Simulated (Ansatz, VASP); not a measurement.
# In3Sb in two plane-wave programs, part 2 of 2

Aim: how closely do two programs agree when they are given the same cell, functional and k mesh? The cell is generated by rule, not measured, and may not be a known phase. The cell is taken from a series of runs on this material, whose earlier steps may have relaxed, scaled, displaced or heated it; both programs get it as it stands.

VASP 6.6.1 and Ansatz 0.2.0.

So far. Step 2 (VASP: single point, PBEsol, pair 1): The run ends at a pressure of 0.17 GPa, with forces up to 0.065 eV/Å. Step 3 (Ansatz: single point, PBEsol, pair 1): The run ends at a pressure of 0.17 GPa, with forces up to 0.068 eV/Å.

## (5) VASP: single point, PBEsol, pair 2

Level of this step: PBEsol; plane waves and PAW (Sb, In_d); invented cell (VASP).

A single point gives forces, pressure and levels at one fixed geometry, so differences don't come from the geometry; what else differs is listed under the comparison.

INCAR

```
SYSTEM = In3Sb
PREC = Accurate
ENCUT = 500
EDIFF = 1E-06
NELM = 120
ISMEAR = 1
SIGMA = 0.15
LREAL = .FALSE.
ALGO = Normal
GGA = PS
NBANDS = 54
LORBIT = 11
LWAVE = .FALSE.
LCHARG = .FALSE.
ISIF = 2
LASPH = .TRUE.
GGA_COMPAT = .FALSE.
KPAR = 2
```

POSCAR

```
In3Sb
1.0
    0.0000000000      3.7366996105      3.7366996105
   -3.7366996105      3.7366996105      0.0000000000
   -3.7366996105     -3.7366996105      7.4733992210
Sb In
2 6
Direct
    0.0108155653      0.9945922173      0.9837766521
    0.9891844347      0.5054077827      0.5162233481
    0.7467174523      0.6266412739      0.8799238217
    0.7532825477      0.1233587261      0.3700761785
    0.2532825477      0.8733587261      0.6200761785
    0.2467174523      0.3766412739      0.1299238217
    0.5000000000      0.2500000000      0.7500000001
    0.5000000000      0.7500000000      0.2500000001
```

KPOINTS

```
Automatic mesh
0
Gamma
9 9 8
0 0 0
```

The projector-augmented-wave data sets are Sb and In_d (PBE family, release 64).

The run is started by

```sh
$ mpirun -np 2 vasp_std
```

Numbers of over 12 decimals in the logs are rounded to 6 here.

Log:

```text
[banner, memory and clock lines left out]
running    2 mpi-ranks, on    1 nodes
[...]
[... a notice as in an earlier step ...]

 LDA part: xc-table for (Slater+PW92), standard interpolation
 [... a notice as in an earlier step ...]

 POSCAR, INCAR and KPOINTS ok, starting setup
[...]
entering main loop
       N       E                     dE             d eps       ncg     rms          rms(c)
DAV:   1     0.901427460811E+03    0.90143E+03   -0.38979E+04 19986   0.200E+03
DAV:   2     0.881469912836E+02   -0.81328E+03   -0.79996E+03 19980   0.523E+02
DAV:   3    -0.205183235385E+02   -0.10867E+03   -0.10608E+03 22112   0.208E+02
DAV:   4    -0.267253644033E+02   -0.62070E+01   -0.61202E+01 23620   0.515E+01
[...]
DAV:  10    -0.266921129178E+02    0.24284E-05   -0.35950E-04 32222   0.244E-01    0.368E-02
DAV:  11    -0.266921131695E+02   -0.25168E-06   -0.41436E-05 28836   0.501E-02    0.159E-02
DAV:  12    -0.266921131590E+02    0.10548E-07   -0.56280E-06 20040   0.214E-02
   1 F= -.26692113E+02 E0= -.26691635E+02  d E =-.143417E-02
```

Parts of OUTCAR (step 5):

```text
  Total        0.2619094      0.2619094      0.2619094      0.4742524     -0.4742524     -0.4742524
  in kB        2.0106530      2.0106530      2.0106530      3.6407894     -3.6407894     -3.6407894
  external PRESSURE =       2.0106530 kB  Pullay stress =       0.0000000 kB

 POSITION                                       TOTAL-FORCE (eV/Angst)
 -----------------------------------------------------------------------------------
     -7.39257      0.08083      7.39257         0.046698      0.046698     -0.046698
     -3.81753      3.65587      7.55423        -0.046698     -0.046698      0.046698
     -5.62958      1.84382      9.36628        -0.000593     -0.000593      0.000593
     -1.84382      1.89288      5.58052         0.035438      0.035438     -0.035438
     -5.58052      1.89288      5.58052         0.000593      0.000593     -0.000593
     -1.89288      1.84382      1.89288        -0.035438     -0.035438      0.035438
     -3.73670     -0.00000      7.47340         0.000000     -0.000000     -0.000000
     -3.73670      3.73670      3.73670         0.000000     -0.000000     -0.000000
 -----------------------------------------------------------------------------------
    total drift:                                0.000000     -0.000000     -0.000001

  FREE ENERGIE OF THE ION-ELECTRON SYSTEM (eV)
  ---------------------------------------------------
  free  energy   TOTEN  =       -26.6921131590 eV

  energy  without entropy=      -26.6906789897  energy(sigma->0) =      -26.69163510

[... 2 parts as in an earlier step ...]

[... 1 further part left out ...]
[key lines of the parts left out:]
E-fermi :   7.7930
```

The run ends at a pressure of 0.20 GPa, with forces up to 0.081 eV/Å.

## (6) Ansatz: single point, PBEsol, pair 2

The same cell, functional, mesh and smearing now go to Ansatz, which takes its cutoff from its data sets.

The cell is taken from a series of runs on this material, whose earlier steps may have relaxed, scaled, displaced or heated it; both programs get it as it stands.

input.yaml

```yaml
crystal:
  lattice:
    - [0.0, 3.7366996105, 3.7366996105]
    - [-3.7366996105, 3.7366996105, 0.0]
    - [-3.7366996105, -3.7366996105, 7.473399221]
  atoms:
    - { symbol: Sb, position: [0.0108155654, -0.0054077827, -0.016223348] }
    - { symbol: Sb, position: [-0.0108155654, 0.5054077827, 0.516223348] }
    - { symbol: In, position: [0.7467174523, 0.6266412739, 0.8799238216] }
    - { symbol: In, position: [0.7532825477, 0.1233587261, 0.3700761784] }
    - { symbol: In, position: [0.2532825477, 0.8733587261, 0.6200761784] }
    - { symbol: In, position: [0.2467174523, 0.3766412739, 0.1299238216] }
    - { symbol: In, position: [0.5, 0.25, 0.75] }
    - { symbol: In, position: [0.5, 0.75, 0.25] }
kpoints:
  mp_grid: { grid: [9, 9, 8] }
hamiltonian:
  xc: pbesol
scf:
  occupations: { method: methfessel_paxton, width: 0.15 }
output:
  forces: true
  stress: true
  eigenvalues: true
```

The run is started by

```sh
$ ansatz run input.yaml --threads 4 --pin off --max-ram 7168MiB --backend cpu --events-out ev --progress --plain --runs-dir out
```

Log:

```text
[...]
Crystal: 8 atoms, lattice volume = 208.701 Å³
Basis set: ecut = 420 eV, 4121 PW (Γ), exchange–correlation on 72×72×128 points (8 copies of the dense FFT grid, shifted against one another)
Bands: 65, of which v1, the nominal top of the filled ones, is band 54 counted from 1 (53 counted from 0)
Symmetry: 4 space group operations
k-points: 185 of 648
[...]
k-point 0: bands = [... 50 lower, 8.8948, 8.9641, 9.5234, 9.5237, 10.2415, 10.3463, 10.3468, 10.7546, ... 7 higher]
  k-point 1: bands = [... 50 lower, 8.8389, 8.8613, 9.5716, 9.5719, 10.2231, 10.4136, 10.4140, 10.7068, ... 7 higher]
  k-point 2: bands = [... 50 lower, 8.7123, 8.9701, 9.6636, 9.7086, 9.7088, 10.4982, 10.4984, 10.9054, ... 7 higher]
  k-point 184: bands = [... 50 lower, 9.3739, 9.5473, 9.6279, 9.8341, 11.8368, 11.9387, 12.4442, 12.4565, ... 7 higher]
[key lines of the parts left out:]
SCF converged after 7 iterations
Free energy (F): -45968.277421 eV
Fermi energy:    10.660630 eV
P = ⅓ Tr σ = 0.2006 GPa (2.006 kbar)
```

The run ends at a pressure of 0.20 GPa, with forces up to 0.085 eV/Å.

## (7) Differences

What differs besides the data sets and the points named for the pairs above, as far as they apply: the data sets hold 108 valence electrons in Ansatz (on its default PAW (the set named soft_2) files) and 88 in VASP. Total energies have different zeros and are not compared.

Both answers:

```
      quantity  Ansatz  VASP  difference
pressure (GPa)    0.20  0.20        0.00
```

Forces (eV/Å; atoms numbered as in POSCAR):

```csv
atom,"Ansatz x, y, z","VASP x, y, z"
Sb1,"0.048, 0.048, -0.052","0.047, 0.047, -0.047"
Sb2,"-0.048, -0.048, 0.052","-0.047, -0.047, 0.047"
In3,"0.000, 0.000, 0.000","-0.001, -0.001, 0.001"
In4,"0.034, 0.034, -0.038","0.035, 0.035, -0.035"
In5,"0.000, 0.000, 0.000","0.001, 0.001, -0.001"
In6,"-0.034, -0.034, 0.038","-0.035, -0.035, 0.035"
In7,"0.000, 0.000, 0.000","0.000, 0.000, 0.000"
In8,"0.000, 0.000, 0.000","0.000, 0.000, 0.000"
```

The forces differ by 1.9 meV/Å r.m.s., which is 6.4 % of the r.m.s. force of 0.029 eV/Å (both taken over all components).

## (8) Ansatz: single point, PBEsol, pair 3

With cell and atoms fixed, the geometry can't cause a difference; cores, projectors, grids and the points listed under the comparison can.

The cell is taken from a series of runs on this material, whose earlier steps may have relaxed, scaled, displaced or heated it; both programs get it as it stands.

input.yaml, the sections that differ from step 6:

```yaml
crystal:
  lattice:
    - [0.0, 3.7366996105, 3.7366996105]
    - [-3.7366996105, 3.7366996105, 0.0]
    - [-3.7366996105, -3.7366996105, 7.473399221]
  atoms:
    - { symbol: Sb, position: [0.0169958884, -0.0084979442, -0.0254938326] }
    - { symbol: Sb, position: [-0.0169958884, 0.5084979442, 0.5254938326] }
    - { symbol: In, position: [0.7448417107, 0.6275791446, 0.8827374339] }
    - { symbol: In, position: [0.7551582893, 0.1224208554, 0.3672625661] }
    - { symbol: In, position: [0.2551582893, 0.8724208554, 0.6172625661] }
    - { symbol: In, position: [0.2448417107, 0.3775791446, 0.1327374339] }
    - { symbol: In, position: [0.5, 0.25, 0.75] }
    - { symbol: In, position: [0.5, 0.75, 0.25] }
# kpoints, hamiltonian, scf, output: as in step 6
```

Log:

```text
[...]
Crystal: 8 atoms, lattice volume = 208.701 Å³
Basis set: ecut = 420 eV, 4121 PW (Γ), exchange–correlation on 72×72×128 points (8 copies of the dense FFT grid, shifted against one another)
Bands: 65, of which v1, the nominal top of the filled ones, is band 54 counted from 1 (53 counted from 0)
Symmetry: 4 space group operations
k-points: 185 of 648
[...]
k-point 0: bands = [... 50 lower, 8.8935, 9.0543, 9.5172, 9.5172, 10.1237, 10.3663, 10.3665, 10.7460, ... 7 higher]
  k-point 1: bands = [... 50 lower, 8.8410, 8.9212, 9.5654, 9.5654, 10.1924, 10.4315, 10.4317, 10.6083, ... 7 higher]
  k-point 2: bands = [... 50 lower, 8.7230, 9.0070, 9.6470, 9.7021, 9.7021, 10.5117, 10.5118, 10.8264, ... 7 higher]
  k-point 184: bands = [... 50 lower, 9.3073, 9.5443, 9.5869, 9.9353, 11.7717, 11.9245, 12.4935, 12.5145, ... 7 higher]
[key lines of the parts left out:]
SCF converged after 7 iterations
Free energy (F): -45968.292998 eV
Fermi energy:    10.641067 eV
P = ⅓ Tr σ = 0.2838 GPa (2.838 kbar)
```

The run ends at a pressure of 0.28 GPa, with forces up to 0.088 eV/Å.

## (9) VASP: single point, PBEsol, pair 3

The same cell, functional, mesh and smearing now go to VASP, with its own data sets.

INCAR is that of step 5.

POSCAR

```
In3Sb
1.0
    0.0000000000      3.7366996105      3.7366996105
   -3.7366996105      3.7366996105      0.0000000000
   -3.7366996105     -3.7366996105      7.4733992210
Sb In
2 6
Direct
    0.0169958884      0.9915020558      0.9745061674
    0.9830041116      0.5084979442      0.5254938326
    0.7448417107      0.6275791446      0.8827374339
    0.7551582893      0.1224208554      0.3672625661
    0.2551582893      0.8724208554      0.6172625661
    0.2448417107      0.3775791446      0.1327374339
    0.5000000000      0.2500000000      0.7500000000
    0.5000000000      0.7500000000      0.2500000000
```

KPOINTS is that of step 5.

The run is started by

```sh
$ mpirun -np 2 vasp_std
```

Log:

```text
[... set-up lines as in an earlier step ...]
 entering main loop
       N       E                     dE             d eps       ncg     rms          rms(c)
DAV:   1     0.901972114577E+03    0.90197E+03   -0.38990E+04 19986   0.200E+03
DAV:   2     0.883012038218E+02   -0.81367E+03   -0.80031E+03 19980   0.524E+02
DAV:   3    -0.205262962403E+02   -0.10883E+03   -0.10624E+03 22136   0.208E+02
DAV:   4    -0.267502566445E+02   -0.62240E+01   -0.61283E+01 23680   0.516E+01
[...]
DAV:  10    -0.267069118045E+02   -0.38439E-05   -0.36429E-04 31368   0.267E-01    0.402E-02
DAV:  11    -0.267069131666E+02   -0.13621E-05   -0.46131E-05 28984   0.543E-02    0.174E-02
DAV:  12    -0.267069130647E+02    0.10186E-06   -0.67422E-06 19484   0.267E-02
   1 F= -.26706913E+02 E0= -.26706454E+02  d E =-.137690E-02
```

Parts of OUTCAR (step 9):

```text
  Total        0.3714163      0.3714163      0.3714163      0.5330991     -0.5330991     -0.5330991
  in kB        2.8513268      2.8513268      2.8513268      4.0925496     -4.0925496     -4.0925496
  external PRESSURE =       2.8513268 kB  Pullay stress =       0.0000000 kB

 POSITION                                       TOTAL-FORCE (eV/Angst)
 -----------------------------------------------------------------------------------
     -7.34638      0.12702      7.34638         0.020642      0.020642     -0.020642
     -3.86372      3.60968      7.60042        -0.020642     -0.020642      0.020642
     -5.64360      1.82980      9.38030        -0.021539     -0.021539      0.021539
     -1.82980      1.90690      5.56650         0.051224      0.051224     -0.051224
     -5.56650      1.90690      5.56650         0.021539      0.021539     -0.021539
     -1.90690      1.82980      1.90690        -0.051224     -0.051224      0.051224
     -3.73670      0.00000      7.47340         0.000000      0.000000      0.000000
     -3.73670      3.73670      3.73670         0.000000      0.000000      0.000000
 -----------------------------------------------------------------------------------
    total drift:                                0.000000     -0.000000      0.000000

  FREE ENERGIE OF THE ION-ELECTRON SYSTEM (eV)
  ---------------------------------------------------
  free  energy   TOTEN  =       -26.7069130647 eV

  energy  without entropy=      -26.7055361678  energy(sigma->0) =      -26.70645410

[... 2 parts as in an earlier step ...]

[... 1 further part left out ...]
[key lines of the parts left out:]
E-fermi :   7.7737
```

The run ends at a pressure of 0.29 GPa, with forces up to 0.089 eV/Å.

## (10) Comparison

What differs besides the data sets and the points named for the pairs above, as far as they apply: the data sets hold 108 valence electrons in Ansatz (on its default PAW (the set named soft_2) files) and 88 in VASP. Total energies have different zeros and are not compared.

Both answers:

```
      quantity  Ansatz  VASP  difference
pressure (GPa)    0.28  0.29        0.00
```

Forces (eV/Å; atoms numbered as in POSCAR):

| atom | Ansatz x, y, z | VASP x, y, z |
| --- | --- | --- |
| Sb1 | 0.024, 0.024, -0.025 | 0.021, 0.021, -0.021 |
| Sb2 | -0.024, -0.024, 0.025 | -0.021, -0.021, 0.021 |
| In3 | -0.019, -0.019, 0.022 | -0.022, -0.022, 0.022 |
| In4 | 0.050, 0.050, -0.052 | 0.051, 0.051, -0.051 |
| In5 | 0.019, 0.019, -0.022 | 0.022, 0.022, -0.022 |
| In6 | -0.050, -0.050, 0.052 | -0.051, -0.051, 0.051 |
| In7 | 0.000, 0.000, 0.000 | 0.000, 0.000, 0.000 |
| In8 | 0.000, 0.000, 0.000 | 0.000, 0.000, 0.000 |

The forces differ by 2.1 meV/Å r.m.s., which is 7.1 % of the r.m.s. force of 0.030 eV/Å (both taken over all components).

## (11) Summary of results

| Quantity | Value |
| --- | --- |
| difference in pressure (single point, PBEsol, pair 1) | 0.0014 GPa |
| difference in pressure (single point, PBEsol, pair 2) | -4.6e-4 GPa |
| difference in pressure (single point, PBEsol, pair 3) | -0.0013 GPa |

**Reading.** The difference in pressure is 0.0014 GPa (single point, PBEsol, pair 1), within the 1 GPa picked in this series as the mark of a large difference. The data sets hold unlike numbers of valence electrons (108 in Ansatz and 88 in VASP), so part of the differences comes from the potentials. How closely two codes agree says nothing of how well the functional describes the real material.

[Lines on the potential files, build, host, timing and source positions are cut from VASP's logs without a mark.]

[Logs are printed without paths, hosts, clocks, repeated set-up lines and the standing remarks that a program may print on its own settings, such as how far it seeks lower states.]

[Hosts, paths, dates, database ids (printed as entryN), source tags and the programs' standing remarks are cut or masked in the printed files.]
